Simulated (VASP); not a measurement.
Input for VASP

INCAR:
```
! general
SYSTEM = AlN
PREC   = Accurate
ENCUT  = 520   ! plane-wave cut-off (eV)
LREAL  = .False.
LASPH  = .True.

! electronic loop
EDIFF  = 1E-6   ! SCF stop (eV)
NELM   = 100
ALGO   = Normal

! smearing
ISMEAR = 0
SIGMA  = 0.05

! functional
GGA    = PE   ! PBE

! ions
IBRION = 2   ! conjugate gradients
NSW    = 60   ! most ionic steps
ISIF   = 3   ! ions, shape and volume
EDIFFG = -0.01

! output
LWAVE  = .False.
LCHARG = .False.
```

KPOINTS:
```
Automatic mesh
0
Gamma
9 9 9
0 0 0
```

### POSCAR
```
AlN
1
    0.0000000000     2.1900000000     2.1900000000
    2.1900000000     0.0000000000     2.1900000000
    2.1900000000     2.1900000000     0.0000000000
Al N
1 1
Direct
  0.0000000000   0.0000000000   0.0000000000
  0.2500000000   0.2500000000   0.2500000000
```

POTCAR, in this order: Al N (PBE.64 set). Program: vasp_std.

Problem. Write an equivalent input for Quantum ESPRESSO's pw.x.

Solution. One equivalent input (not run):
```
&CONTROL
  calculation = 'vc-relax'
  pseudo_dir = './pseudo'
  outdir = './out'
  tprnfor = .true.
  tstress = .true.
  nstep = 60
  forc_conv_thr = 0.00039
/
&SYSTEM
  ibrav = 0
  nat = 2
  ntyp = 2
  ecutwfc = 84
  occupations = 'smearing'
  smearing = 'gaussian'
  degauss = 0.003675
  input_dft = 'pbe'
/
&ELECTRONS
  conv_thr = 7.3e-08
  electron_maxstep = 100
/
&IONS
/
&CELL
/
ATOMIC_SPECIES
  Al 26.982 Al.upf
  N 14.007 N.upf
CELL_PARAMETERS angstrom
     0.0000000    2.1900000    2.1900000
     2.1900000    0.0000000    2.1900000
     2.1900000    2.1900000    0.0000000
ATOMIC_POSITIONS crystal
  Al   0.0000000  0.0000000  0.0000000
  N    0.2500000  0.2500000  0.2500000
K_POINTS automatic
  9 9 9 0 0 0
```
Limits of the translation: the potentials are each code's own (VASP's PAW set, PseudoDojo norm-conserving files in pw.x), so ENCUT and ecutwfc are chosen apart and not converted; conv_thr bounds pw.x's estimated SCF error, while EDIFF bounds the energy change between steps; forc_conv_thr acts on force components and is met together with etot_conv_thr.

The compound is AlN in the zinc blende structure, a metastable form; wurtzite is the usual one. This run relaxes it. Symmetry was kept, so distortions that lower it aren't found.
